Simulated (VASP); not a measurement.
Data:

```xyz
4
Lattice="0.0000 2.0883 2.0883 2.0883 0.0000 2.0883 7.5558 7.5558 0.7974" Properties=species:S:1:pos:R:3 pbc="T T T"
Pt     0.0000     0.0000     0.0000
Al     1.8232     1.8232     0.2651
Al     3.7779     3.7779     0.3987
Al     7.8209     7.8209     4.7089
```

These are PBEsol GGA, VASP's PBE PAW potentials (set 64) (plane waves; VASP) values and carry that method's errors. Settings: 400 eV cut-off, 14×14×4 Γ-centred mesh, tetrahedra with Blöchl corrections, potentials Pt Al.

Unless said otherwise, spin-orbit coupling is left out, though it shifts the bands of the heavy elements here.

Q: What does the run give for the energy per atom (σ→0), band gap (on the k-mesh) with the smallest direct gap where there is one?

A: 
```yaml
band gap (on the k-mesh): none (metal, semimetal or under 0.01 eV)
energy per atom (σ→0): -5.214 eV/atom
```

The absolute energy has meaning only against runs of the same code, potentials and settings.

The structure was generated: Al3Pt was put into an ordered model structure (R-3m), which need not be its known phase. It was relaxed first. The electron count is odd and the run is not spin-polarised, which forces a metal.
